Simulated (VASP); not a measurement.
## LiPm3: single point with PBE

LiPm3:

```
CELL_PARAMETERS angstrom
4.99894 0.00000 0.00000
0.00000 4.99894 0.00000
0.00000 0.00000 4.99894
ATOMIC_POSITIONS crystal
Pm 0.00000 0.50000 0.50000
Pm 0.50000 0.00000 0.50000
Pm 0.50000 0.50000 0.00000
Li 0.00000 0.00000 0.00000
```

The cell comes from a database or a generator and needn't be the stable form of this composition.

```yaml
Program: VASP 6.6.1
Task: single point
Functional: PBE
Potentials_or_basis: VASP PAW PBE potentials, release 64 (Pm_3, Li_sv), 4f in core
Cutoff: 600 eV
k_mesh: 6 × 6 × 6
Occupations: gaussian, width 0.02 eV
Spin: collinear spin, ferromagnetic start
Starting_moments: "[4.0, 4.0, 4.0, 0.0] μB"
Further_INCAR_settings: ALGO = Normal; EDIFF = 1e-06; NBANDS = 30
```

| Property | Result |
| --- | --- |
| Pressure | -0.1 GPa |
| Band gap on the k mesh | none (metal or under the smearing width) |
| Net moment | 0.00 μB per cell |
| Valence electrons inside the program's atomic spheres | Pm 9.45; Li 2.08 |

Levels at points of the mesh, in eV from the Fermi level:
Spin up:
```
           k point  band 14  band 15  band 16  band 17  band 18  band 19  band 20  band 21  band 22  band 23
(0.00, 0.00, 0.00)    -3.92    -2.25    -0.85    -0.85    -0.66    -0.66    -0.66     2.66     2.66     2.66
(0.50, 0.00, 0.00)    -2.44    -1.73    -1.14    -0.24     0.05     0.05     0.68     1.45     1.45     1.88
(0.50, 0.50, 0.00)    -1.20    -1.20    -0.78    -0.27    -0.20     0.41     0.41     0.51     1.55     1.55
(0.50, 0.50, 0.50)    -1.95    -1.34    -1.34    -1.34     1.19     1.19     1.19     1.45     1.45     1.45
```
Spin down:
```tsv
k point	band 16	band 17	band 18	band 19	band 20	band 21
(0.00, 0.00, 0.00)	-0.85	-0.85	-0.66	-0.66	-0.66	2.66
(0.50, 0.00, 0.00)	-1.14	-0.24	0.05	0.05	0.68	1.46
(0.50, 0.50, 0.00)	-0.78	-0.27	-0.20	0.41	0.41	0.51
(0.50, 0.50, 0.50)	-1.33	-1.33	1.19	1.19	1.19	1.45
```

Run time: 92 s on 1 thread of Intel(R) Xeon(R) 6975P-C (Granite Rapids), on a shared host, peak memory 0.36 GiB.

Caveat: the cutoff is under 1.25 times the usual one of these potentials, so pressure, stress and relaxed cells hold a basis-set (Pulay) error; the magnetic or orbital state may not be the lowest; spin-orbit coupling is left out, which moves the levels of the heavy elements; the 4f electrons are frozen in the core as for a trivalent ion, so they carry no moment and show no levels. The state reached can hang on the start; a lower one may exist.
